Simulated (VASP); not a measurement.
Given:

```
CsPbCl3
1.0
    4.85667     0.00000     0.00000
    0.00000     4.85667     0.00000
    0.00000     0.00000     4.85667
Cs Pb Cl
1 1 3
Direct
  0.00000   0.00000   0.00000
  0.50000   0.50000   0.50000
  0.50000   0.00000   0.50000
  0.00000   0.50000   0.50000
  0.50000   0.50000   0.00000
```

Computed with PBEsol GGA, VASP's PBE PAW potentials (set 64) (plane waves; VASP). Settings: 500 eV cut-off, 6×6×6 Γ-centred mesh, first-order Methfessel-Paxton smearing of 0.10 eV, potentials Cs_sv Pb_d Cl.

Energy and stress use the plane-wave basis of the starting cell.

### Question
The ions, cell shape and volume at an external pressure of 45.0 GPa are relaxed. Predict the relaxed structure.

### Answer

```
CsPbCl3
1.0
    4.70456     0.00000     0.00000
    0.00000     4.70456     0.00000
    0.00000     0.00000     4.70456
Cs Pb Cl
1 1 3
Cartesian
  0.00000   0.00000   4.70456
  2.35228   2.35228   2.35228
  2.35228   0.00000   2.35228
  0.00000   2.35228   2.35228
  2.35228   2.35228   4.70456
```
Space group Pm-3m (221), at a tolerance of 0.03 Å.

### Question
How do energy and volume change from the first to the last step?

### Answer
The energy (σ→0) changes by +481.0 meV/atom and the volume by -9.1 %, in 7 ionic steps.

| step | E(σ→0) (eV) | max force (eV/Å) | pressure (GPa) | volume (Å³) |
|---|---|---|---|---|
| 1 | -14.4439 | 0.000 | 29.94 | 114.56 |
| 2 | -2.4993 | 0.000 | 106.29 | 82.44 |
| 3 | -12.2082 | 0.000 | 43.96 | 104.73 |
| 4 | -12.0676 | 0.000 | 44.83 | 104.23 |
| 5 | -12.0114 | 0.000 | 45.16 | 104.03 |
| 6 | -12.0894 | 0.000 | 44.70 | 104.31 |
| 7 | -12.0390 | 0.000 | 45.00 | 104.13 |

The compound is CsPbCl3 in the cubic perovskite structure, the ideal cubic form; the compound distorts at low or room temperature. This run relaxes it under an external pressure of 45 GPa. Symmetry was kept, so distortions that lower it aren't found.
